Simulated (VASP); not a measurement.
Level of theory: PBE GGA with D4 dispersion, VASP's PBE PAW potentials (set 64) (plane waves; VASP).

Input for VASP

INCAR:
```
# general
SYSTEM   =  KZnF3
PREC     =  Accurate
ENCUT    =  520   # plane-wave cut-off (eV)
LREAL    =  F   # projection in real space or not
LASPH    =  T

# electronic loop
EDIFF    =  1E-6
NELM     =  100   # most electronic steps
ALGO     =  Normal   # blocked Davidson
LMAXMIX  =  4

# smearing
ISMEAR   =  0   # Gaussian
SIGMA    =  0.05   # width (eV)

# functional
GGA      =  PE   # PBE
IVDW     =  13

# ions
IBRION   =  2   # conjugate gradients
NSW      =  60   # most ionic steps
ISIF     =  3
EDIFFG   =  -0.02

# output
LWAVE    =  F
LCHARG   =  F
```

File KPOINTS:
```
Automatic mesh
0
Gamma
5 5 5
0 0 0
```

### POSCAR
```
KZnF3
1.0
  4.1080305575   0.0000000000   0.0000000000
  0.0000000000   4.1080305575   0.0000000000
  0.0000000000   0.0000000000   4.1080305575
K Zn F
1 1 3
direct
  0.0000000000   0.0000000000   0.0000000000
  0.5000000000   0.5000000000   0.5000000000
  0.5000000000   0.0000000000   0.5000000000
  0.0000000000   0.5000000000   0.5000000000
  0.5000000000   0.5000000000   0.0000000000
```

POTCAR, in this order: K_sv Zn F (PBE.64 set). Program: vasp_std.

Output of the run:

OSZICAR:
```
       N       E                     dE             d eps       ncg     rms          rms(c)
DAV:   1     0.447238152280E+03    0.44724E+03   -0.22907E+04   508   0.198E+03
DAV:   2     0.126351233301E+02   -0.43460E+03   -0.42331E+03   612   0.487E+02
DAV:   3    -0.218407433516E+02   -0.34476E+02   -0.34338E+02   589   0.153E+02
DAV:   4    -0.226269493082E+02   -0.78621E+00   -0.78540E+00   832   0.210E+01
DAV:   5    -0.226343054598E+02   -0.73562E-02   -0.73523E-02   640   0.162E+00    0.113E+01
DAV:   6    -0.202877500539E+02    0.23466E+01   -0.86607E+00   724   0.407E+01    0.683E+00
DAV:   7    -0.203510787439E+02   -0.63329E-01   -0.15306E+00   520   0.850E+00    0.443E+00
DAV:   8    -0.203650716903E+02   -0.13993E-01   -0.58639E-01   651   0.158E+01    0.162E+00
DAV:   9    -0.203295121509E+02    0.35560E-01   -0.96746E-02   766   0.911E+00    0.651E-01
DAV:  10    -0.203256248109E+02    0.38873E-02   -0.88196E-02   742   0.734E+00    0.297E-01
DAV:  11    -0.203252216543E+02    0.40316E-03   -0.14055E-02   734   0.161E+00    0.838E-02
DAV:  12    -0.203253038900E+02   -0.82236E-04   -0.60271E-04   551   0.194E-01    0.840E-02
DAV:  13    -0.203253050069E+02   -0.11169E-05   -0.77629E-05   661   0.216E-01    0.797E-02
DAV:  14    -0.203253530780E+02   -0.48071E-04   -0.36894E-04   585   0.691E-01    0.797E-02
DAV:  15    -0.203252910010E+02    0.62077E-04   -0.15064E-04   539   0.107E-01    0.417E-02
DAV:  16    -0.203252739436E+02    0.17057E-04   -0.29394E-05   653   0.509E-02    0.237E-02
DAV:  17    -0.203252672848E+02    0.66588E-05   -0.12982E-05   651   0.830E-02    0.117E-02
DAV:  18    -0.203252656520E+02    0.16327E-05   -0.10691E-05   627   0.411E-02    0.131E-03
DAV:  19    -0.203252658362E+02   -0.18418E-06   -0.14973E-06   321   0.155E-02
   1 F= -.20862828E+02 E0= -.20862828E+02  d E =-.208628E+02
```

File OUTCAR:
```
------------------------ aborting loop because EDIFF is reached ----------------------------------------
  Edisp (eV):   -0.53756
  FORCE on cell =-STRESS in cart. coord.  units (eV):
  Direction    XX          YY          ZZ          XY          YZ          ZX
  --------------------------------------------------------------------------------------
  Total       0.08487     0.08487     0.08487     0.00000     0.00000    -0.00000
  in kB       1.96131     1.96131     1.96131     0.00000     0.00000    -0.00000
  external pressure =        1.96 kB  Pullay stress =        0.00 kB
  volume of cell :       69.33
      direct lattice vectors                 reciprocal lattice vectors
     4.108030558  0.000000000  0.000000000     0.243425648  0.000000000  0.000000000
     0.000000000  4.108030558  0.000000000     0.000000000  0.243425648  0.000000000
     0.000000000  0.000000000  4.108030558     0.000000000  0.000000000  0.243425648
 POSITION                                       TOTAL-FORCE (eV/Angst)
 -----------------------------------------------------------------------------------
      0.00000      0.00000      0.00000         0.000000      0.000000      0.000000
      2.05402      2.05402      2.05402         0.000000      0.000000      0.000000
      2.05402      0.00000      2.05402         0.000000      0.000000      0.000000
      0.00000      2.05402      2.05402         0.000000      0.000000      0.000000
      2.05402      2.05402      0.00000         0.000000      0.000000      0.000000
 -----------------------------------------------------------------------------------
    total drift:                                0.000000     -0.000000     -0.000000
  FREE ENERGIE OF THE ION-ELECTRON SYSTEM (eV)
  ---------------------------------------------------
  free  energy   TOTEN  =       -20.8628284718 eV

  energy  without entropy=      -20.8628284718  energy(sigma->0) =      -20.86282847

 reached required accuracy - stopping structural energy minimisation
```
(Selected blocks of OUTCAR.)

The compound is KZnF3 in the cubic perovskite structure. It was relaxed first. The start is the result of an earlier pass.
